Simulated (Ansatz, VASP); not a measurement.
**Zn2SeS ([001] superlattice of 3 + 3 monolayers (invented)): VASP beside Ansatz**

One calculation is typed for both programs; each brings its own data sets. How far apart do they land? The cell is generated by rule, not measured, and may not be a known phase. The cell is taken from a series of runs on this material, whose earlier steps may have relaxed, scaled, displaced or heated it; both programs get it as it stands.

Main program and level: Ansatz 0.2.0; plane waves, with VASP 6.6.1 beside it; relaxation of cell and atoms at r2SCAN.

### Step 1. The structure

The structure is tetragonal, space group P-4m2 (No. 115). The conventional cell has a = 3.913 Å, b = 3.913 Å, c = 16.553 Å, α = 90.00°, β = 90.00°, γ = 90.00°. Zn has 2 S at 2.35 Å and 2 Se at 2.44 Å nearest. Nearest to Zn lie 4 Se at 2.44 Å. Nearest to Zn lie 4 S at 2.35 Å. Nearest to Se lie 4 Zn at 2.44 Å. Nearest to S lie 4 Zn at 2.35 Å. Farther neighbours and most contacts between anions are not listed.

As a file:

```xyz
12
Lattice="3.9125 0.0000 0.0000 0.0000 3.9125 0.0000 0.0000 0.0000 16.5529" Properties=species:S:1:pos:R:3 pbc="T T T"
Zn    1.9563    0.0000   12.1922
Zn    0.0000    1.9563   15.0982
Zn    1.9563    0.0000    1.4547
Zn    0.0000    1.9563    4.3608
Zn    1.9563    0.0000    6.9730
Zn    0.0000    1.9563    9.5799
Se    1.9563    1.9563   13.6463
Se    0.0000    0.0000    0.0000
Se    1.9563    1.9563    2.9067
S     0.0000    0.0000    5.6669
S     1.9563    1.9563    8.2765
S     0.0000    0.0000   10.8860
```

### Step 2. VASP: relaxation of cell and atoms, r2SCAN

The relaxed volume is the usual yardstick between codes: in a stiff, nearly cubic crystal its relative difference is about their pressure difference at one cell divided by the bulk modulus.

Lines of VASP's logs that name or quote its potential files are left out, and so is its time.

INCAR reads:

```
SYSTEM = Zn2SeS
PREC = Accurate
ENCUT = 550
EDIFF = 1E-07
NELM = 120
ISMEAR = 0
SIGMA = 0.01
LREAL = .FALSE.
ALGO = Normal
METAGGA = R2SCAN
LASPH = .TRUE.
NBANDS = 66
LORBIT = 11
LWAVE = .FALSE.
LCHARG = .FALSE.
ISIF = 3
IBRION = 2
NSW = 80
EDIFFG = -0.005
GGA_COMPAT = .FALSE.
NELMIN = 4
EFERMI = MIDGAP
LMIXTAU = .TRUE.
KPAR = 2
```

POSCAR reads:

```
Zn2SeS
1.0
    3.9125290000      0.0000000000      0.0000000000
    0.0000000000      3.9125290000      0.0000000000
    0.0000000000      0.0000000000     16.5529340000
Zn Se S
6 3 3
Direct
    0.4999998722      0.0000000000      0.7365566733
    0.0000000000      0.4999998722      0.9121155802
    0.4999998722      0.0000000000      0.0878844198
    0.0000000000      0.4999998722      0.2634433267
    0.4999998722      0.0000000000      0.4212551080
    0.0000000000      0.4999998722      0.5787448316
    0.4999998722      0.4999998722      0.8244019459
    0.0000000000      0.0000000000      0.0000000000
    0.4999998722      0.4999998722      0.1755979937
    0.0000000000      0.0000000000      0.3423503652
    0.4999998722      0.4999998722      0.5000000000
    0.0000000000      0.0000000000      0.6576495744
```

KPOINTS reads:

```
Automatic mesh
0
Gamma
6 6 2
0 0 0
```

The projector-augmented-wave data sets are Zn, Se and S (PBE family, release 64).

On the command line:

```
> mpirun -np 2 vasp_std
```

Numbers of over 12 decimals in the logs are rounded to 6 here.

The program printed:

```text
[banner, memory and clock lines left out]
running    2 mpi-ranks, on    1 nodes
 distrk:  each k-point on    1 cores,    2 groups
 distr:  one band on    1 cores,    1 groups

 POSCAR found type information on POSCAR ZnSeS
 POSCAR found :  3 types and      12 ions
|                                                                             |
|               ----> ADVICE to this user running VASP <----                  |
|                                                                             |
|     You enforced a specific xc type in the INCAR file but a different       |
|     [... a line on the potential file left out ...]
|     I HOPE YOU KNOW WHAT YOU ARE DOING!                                     |
|                                                                             |

 LDA part: xc-table for (None), standard interpolation
 POSCAR, INCAR and KPOINTS ok, starting setup
 FFT: planning ... GRIDC
 FFT: planning ... GRID_SOFT
 FFT: planning ... GRID
 WAVECAR not read
 entering main loop
       N       E                     dE             d eps       ncg     rms          rms(c)
DAV:   1     0.852642117798E+03    0.85264E+03   -0.51329E+04  2640   0.206E+03
DAV:   2     0.821401034265E+00   -0.85182E+03   -0.81960E+03  2648   0.486E+02
DAV:   3    -0.140480629839E+03   -0.14130E+03   -0.13722E+03  2930   0.174E+02
DAV:   4    -0.148653917790E+03   -0.81733E+01   -0.81250E+01  3044   0.415E+01
DAV:   5    -0.148782321443E+03   -0.12840E+00   -0.12822E+00  3062   0.515E+00    0.152E+01
DAV:   6    -0.141610868902E+03    0.71715E+01   -0.81789E+00  3584   0.461E+01    0.131E+01
DAV:   7    -0.134370342884E+03    0.72405E+01   -0.36049E+00  2816   0.104E+01    0.519E+00
DAV:   8    -0.140387801972E+03   -0.60175E+01   -0.80450E-01  2752   0.523E+00    0.175E+00
DAV:   9    -0.130748531136E+03    0.96393E+01   -0.29395E+00  2904   0.903E+00    0.214E+00
DAV:  10    -0.137115330826E+03   -0.63668E+01   -0.22934E+00  2662   0.756E+00    0.522E-01
DAV:  11    -0.133347582019E+03    0.37677E+01   -0.50261E-01  2668   0.445E+00    0.611E-01
DAV:  12    -0.132645418464E+03    0.70216E+00   -0.77936E-02  2752   0.170E+00    0.545E-01
DAV:  13    -0.132420930809E+03    0.22449E+00   -0.88575E-03  2852   0.530E-01    0.539E-01
DAV:  14    -0.131313097536E+03    0.11078E+01   -0.15523E-01  2644   0.253E+00    0.326E-01
[...]
DAV:  36    -0.131220159794E+03    0.13669E-05   -0.16656E-06  2806   0.975E-03    0.459E-03
DAV:  37    -0.131220157468E+03    0.23257E-05   -0.46019E-07  2676   0.384E-03    0.405E-03
DAV:  38    -0.131220158023E+03   -0.55520E-06   -0.21702E-07  1868   0.445E-03    0.397E-03
DAV:  39    -0.131220153599E+03    0.44247E-05   -0.10930E-06  2568   0.526E-03    0.237E-03
DAV:  40    -0.131220154443E+03   -0.84467E-06   -0.25606E-07  2316   0.296E-03    0.158E-03
DAV:  41    -0.131220153901E+03    0.54234E-06   -0.66032E-08  1596   0.258E-03    0.888E-04
DAV:  42    -0.131220153439E+03    0.46250E-06   -0.78153E-08  1646   0.167E-03    0.583E-04
DAV:  43    -0.131220153483E+03   -0.44392E-07   -0.75993E-08  1368   0.159E-03
   1 F= -.13122015E+03 E0= -.13122015E+03  d E =-.131220E+03
[...]
2 F= -.13122023E+03 E0= -.13122023E+03  d E =-.793821E-04
[...]
3 F= -.13122034E+03 E0= -.13122034E+03  d E =-.182639E-03
 curvature:  -1.48 expect dE=-0.669E-04 dE for cont linesearch -0.183E-06
 trial: gam= 0.63943 g(F)=  0.368E-05 g(S)=  0.415E-04 ort = 0.286E-05 (trialstep = 0.121E+01)
 search vector abs. value=  0.759E-04
 bond charge predicted
       N       E                     dE             d eps       ncg     rms          rms(c)
DAV:   1    -0.131220904139E+03   -0.56796E-03   -0.11304E-02  3200   0.965E-01    0.186E-01
DAV:   2    -0.131220259511E+03    0.64463E-03   -0.23929E-03  3138   0.618E-01    0.822E-02
DAV:   3    -0.131220246355E+03    0.13156E-04   -0.11710E-04  2916   0.598E-02    0.441E-02
DAV:   4    -0.131220218298E+03    0.28057E-04   -0.66274E-05  2796   0.450E-02    0.144E-02
DAV:   5    -0.131220257062E+03   -0.38764E-04   -0.52567E-05  2654   0.461E-02    0.676E-03
DAV:   6    -0.131220268624E+03   -0.11561E-04   -0.18646E-05  2656   0.314E-02    0.235E-03
DAV:   7    -0.131220274501E+03   -0.58772E-05   -0.26265E-06  2756   0.136E-02    0.188E-03
DAV:   8    -0.131220274547E+03   -0.45917E-07   -0.11272E-07  1912   0.291E-03
   4 F= -.13122027E+03 E0= -.13122027E+03  d E =0.615752E-04
 trial-energy change:    0.000062  1 .order   -0.000020   -0.000057    0.000017
 step:   0.9324(harm=  0.9324)  dis= 0.00025  next Energy=  -131.220358 (dE=-0.219E-04)
 reached required accuracy - stopping structural energy minimisation
```

OUTCAR, selected parts (step 2):

```text
ion  position               nearest neighbor table
   1  0.500  0.000  0.737-  12 2.35  12 2.35   7 2.44   7 2.44
   2  0.000  0.500  0.912-   7 2.44   7 2.44   8 2.44   8 2.44
   3  0.500  0.000  0.088-   9 2.44   9 2.44   8 2.44   8 2.44
   4  0.000  0.500  0.263-  10 2.35  10 2.35   9 2.44   9 2.44
   5  0.500  0.000  0.421-  11 2.35  11 2.35  10 2.35  10 2.35
   6  0.000  0.500  0.579-  11 2.35  11 2.35  12 2.35  12 2.35
   7  0.500  0.500  0.824-   2 2.44   2 2.44   1 2.44   1 2.44
   8  0.000  0.000  0.000-   2 2.44   3 2.44   2 2.44   3 2.44
   9  0.500  0.500  0.176-   3 2.44   3 2.44   4 2.44   4 2.44
  10  0.000  0.000  0.342-   5 2.35   5 2.35   4 2.35   4 2.35
  11  0.500  0.500  0.500-   6 2.35   5 2.35   6 2.35   5 2.35
  12  0.000  0.000  0.658-   6 2.35   6 2.35   1 2.35   1 2.35

  LATTYP: Found a simple tetragonal cell.
 ALAT       =     3.9125290000
 C/A-ratio  =     4.2307504941

 Subroutine GETGRP returns: Found  8 space group operations
 (whereof  8 operations were pure point group operations)

The static configuration has the point symmetry D_2d.

 Found     20 irreducible k-points:

   k-points           NKPTS =     20   k-points in BZ     NKDIM =     20   number of bands    NBANDS=     66

   dimension x,y,z NGX =    30 NGY =   30 NGZ =  128
   dimension x,y,z NGXF=    60 NGYF=   60 NGZF=  256

   ENCUT  =  550.0 eV  40.42 Ry    6.36 a.u.   7.48  7.48 31.65*2*pi/ulx,y,z

   NELECT =     108.0000    total number of electrons

 k-points in reciprocal lattice and weights: Automatic mesh
   0.00000000  0.00000000  0.00000000       0.014
   0.16666667  0.00000000  0.00000000       0.056
   0.33333333  0.00000000  0.00000000       0.056
   0.50000000  0.00000000  0.00000000       0.028
   0.16666667  0.16666667  0.00000000       0.056
   0.33333333  0.16666667  0.00000000       0.111
   0.50000000  0.16666667  0.00000000       0.056
   0.33333333  0.33333333  0.00000000       0.056
   0.50000000  0.33333333  0.00000000       0.056
[...]
0.50000000  0.33333333  0.50000000       0.056
   0.50000000  0.50000000  0.50000000       0.014

 average (electrostatic) potential at core
       1 -42.2179       2 -42.1799       3 -42.1800       4 -42.2180       5 -42.2515
       6 -42.2515       7 -59.9223       8 -59.9309       9 -59.9224      10 -92.0787
      11 -92.0737      12 -92.0787

 E-fermi :   2.7777

 k-point     1 :       0.0000    0.0000    0.0000
  band No.  band energies     occupation
    ...
     50       0.9967      2.00000
     51       0.9967      2.00000
     52       1.5667      2.00000
     53       1.7078      2.00000
     54       1.7078      2.00000
     55       3.8477      0.00000
     56       5.0794      0.00000
     57       5.4640      0.00000
     58       5.6119      0.00000
     59       5.6467      0.00000
    ...

 k-point     2 :       0.1667    0.0000    0.0000
  band No.  band energies     occupation
    ...
     50       1.0272      2.00000
     51       1.0317      2.00000
     52       1.0571      2.00000
     53       1.1879      2.00000
     54       1.6459      2.00000
     55       4.8631      0.00000
     56       5.4885      0.00000
     57       5.5127      0.00000
     58       5.5545      0.00000
     59       6.0622      0.00000
    ...

 k-point     3 :       0.3333    0.0000    0.0000
  band No.  band energies     occupation
    ...
     50       0.7500      2.00000
     51       0.8834      2.00000
     52       0.8907      2.00000
     53       1.0758      2.00000
     54       1.4340      2.00000
     55       5.1228      0.00000
     56       5.1496      0.00000
     57       5.8815      0.00000
     58       6.0349      0.00000
     59       6.0477      0.00000
    ...

  Total       -0.0239029     -0.0239029     -0.0280074      0.0000000     -0.0000000      0.0000000
  in kB       -0.1511146     -0.1511146     -0.1770633      0.0000000     -0.0000000      0.0000000
  external PRESSURE =      -0.1597641 kB  Pullay stress =       0.0000000 kB

  energy-cutoff  :      550.00
  volume of cell :      253.43
      direct lattice vectors                 reciprocal lattice vectors
     3.909591520  0.000000000  0.000000000     0.255781197  0.000000000  0.000000000
     0.000000000  3.909591520  0.000000000     0.000000000  0.255781197 -0.000000000
     0.000000000  0.000000000 16.580283521     0.000000000 -0.000000000  0.060312600

 POSITION                                       TOTAL-FORCE (eV/Angst)
 -----------------------------------------------------------------------------------
      1.95480      0.00000     12.21163        -0.000000      0.000000      0.000148
      3.90959      1.95480     15.12315        -0.000000     -0.000000     -0.001082
      1.95480      3.90959      1.45714         0.000000      0.000000      0.001082
      0.00000      1.95480      4.36866         0.000000     -0.000000     -0.000148
      1.95480      0.00000      6.98537         0.000000     -0.000000     -0.002552
      3.90959      1.95480      9.59491         0.000000      0.000000      0.002552
      1.95480      1.95480     13.66859         0.000000     -0.000000     -0.001259
      0.00000      0.00000     16.58028         0.000000      0.000000     -0.000000
      1.95480      1.95480      2.91169         0.000000      0.000000      0.001259
      0.00000      0.00000      5.67672         0.000000      0.000000      0.002343
      1.95480      1.95480      8.29014         0.000000      0.000000     -0.000000
      0.00000      0.00000     10.90356         0.000000     -0.000000     -0.002343
 -----------------------------------------------------------------------------------
    total drift:                                0.000822      0.000822      0.000980

  FREE ENERGIE OF THE ION-ELECTRON SYSTEM (eV)
  ---------------------------------------------------
  free  energy   TOTEN  =      -131.2202745468 eV

  energy  without entropy=     -131.2202745468  energy(sigma->0) =     -131.22027455

 reached required accuracy - stopping structural energy minimisation

 total charge
# of ion       s       p       d       tot
------------------------------------------
    1        0.506   0.460   9.811  10.776
    2        0.516   0.459   9.805  10.781
    3        0.516   0.459   9.805  10.781
    4        0.506   0.460   9.811  10.776
    5        0.496   0.461   9.816  10.773
    6        0.496   0.461   9.816  10.773
    7        1.429   2.499   0.031   3.960
    8        1.430   2.495   0.032   3.957
    9        1.429   2.499   0.031   3.960
   10        1.304   2.455   0.000   3.758
   11        1.303   2.458   0.000   3.762
   12        1.304   2.455   0.000   3.758
--------------------------------------------------
tot         11.234  17.622  58.959  87.814

[... 3 further parts left out ...]
```

CONTCAR:

```
Zn2SeS
   1.00000000000000
     3.9095915204022629    0.0000000000000000    0.0000000000000000
     0.0000000000000000    3.9095915204022629    0.0000000000000000
     0.0000000000000000    0.0000000000000000   16.5802835210378916
  Zn              Se              S
     6     3     3
Direct
     0.4999998722000001    0.0000000000000000    0.7365149556659411
     1.0000000000000000    0.4999998722000001    0.9121162170301781
     0.4999998722000001    1.0000000000000000    0.0878837829698219
     0.0000000000000000    0.4999998722000001    0.2634850443340590
     0.4999998722000001    0.0000000000000000    0.4213058242027470
     1.0000000000000000    0.4999998722000001    0.5786941153972480
     0.4999998722000001    0.4999998722000001    0.8243880464538756
     0.0000000000000000    0.0000000000000000    1.0000000000000000
     0.4999998722000001    0.4999998722000001    0.1756118931461264
     0.0000000000000000    0.0000000000000000    0.3423779812953433
     0.4999998722000001    0.4999998722000001    0.5000000000000000
     0.0000000000000000    0.0000000000000000    0.6576219583046518
```

[end of part 1 of 2]

[Lines on the potential files, build, host, timing and source positions are cut from VASP's logs without a mark.]

[Logs are printed without paths, hosts, clocks, repeated set-up lines and the standing remarks that a program may print on its own settings, such as how far it seeks lower states.]

[Hosts, paths, dates, database ids (printed as entryN), source tags and the programs' standing remarks are cut or masked in the printed files.]
